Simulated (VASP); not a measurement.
All values below come from vdW-DF2, VASP's PBE PAW potentials (set 64) (plane waves; VASP).

The input files of a VASP run:

### KPOINTS
```
k-points along high-symmetry lines
15
Line-mode
Reciprocal
  0.000000   0.000000   0.000000 ! GAMMA
  0.000000   0.500000   0.000000 ! X

  0.000000   0.500000   0.000000 ! X
  0.500000   0.500000   0.000000 ! M

  0.500000   0.500000   0.000000 ! M
  0.000000   0.000000   0.000000 ! GAMMA

  0.000000   0.000000   0.000000 ! GAMMA
  0.500000   0.500000   0.500000 ! R

  0.500000   0.500000   0.500000 ! R
  0.000000   0.500000   0.000000 ! X

  0.500000   0.500000   0.500000 ! R
  0.500000   0.500000   0.000000 ! M
```

File POSCAR:
```
CsCl
1
    4.2099918539     0.0000000000     0.0000000000
    0.0000000000     4.2099918539     0.0000000000
    0.0000000000     0.0000000000     4.2099918539
Cs Cl
1 1
Direct
  0.0000000000   0.0000000000   0.0000000000
  0.5000000000   0.5000000000   0.5000000000
```

INCAR:
```
SYSTEM = CsCl
PREC = Accurate; ENCUT = 520; LREAL = .False.
LASPH = .True.; ICHARG = 11
EDIFF = 1E-7; NELM = 100; ALGO = Normal
LMAXMIX = 4
ISMEAR = 0; SIGMA = 0.05
GGA = ML; LUSE_VDW = .True.; AGGAC = 0.0
ZAB_VDW = -1.8867
LWAVE = .False.; LCHARG = .False.; LORBIT = 11
```

POTCAR, in this order: Cs_sv Cl (PBE.64 set). Program: vasp_std. Read from the step before: CHGCAR.

Task: What will the output report for the number of irreducible k-points (NKPTS), largest plane-wave count, number of space-group operations, FFT grid (NGX, NGY, NGZ)?

Result: 
```
Property                                       Value
--------------------------------------  ------------
number of irreducible k-points (NKPTS)            90
largest plane-wave count                        2040
number of space-group operations                  48
FFT grid (NGX, NGY, NGZ)                32 × 32 × 32
```

The compound is CsCl in the CsCl type structure. It was relaxed first, which changed the volume by +7 %.
